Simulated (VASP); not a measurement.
Input:

```yaml
crystal:
  lattice:
    - [0.00000, 2.61091, 2.61091]
    - [2.61091, 0.00000, 2.61091]
    - [2.61091, 2.61091, 0.00000]
  atoms:
    - { symbol: Ba, position: [0.00000, 0.00000, 0.00000] }
    - { symbol: O, position: [0.50000, 0.50000, 0.50000] }
```

The numbers are results of PBEsol GGA, VASP's PBE PAW potentials (set 64) (plane waves; VASP), not measurements. Run with 620 eV cut-off, 9×9×9 Γ-centred mesh, Gaussian smearing of 0.050 eV, potentials Ba_sv O.

**Question.** Estimate the energy per atom (σ→0), pressure.

**Answer.** 
```
Property                        Value
---------------------  --------------
energy per atom (σ→0)  -6.020 eV/atom
pressure                   199.7 kbar
```

The structure was generated: BaO was put into the rock salt type (Fm-3m), which need not be its known phase. It was relaxed first under an external pressure of 20 GPa.
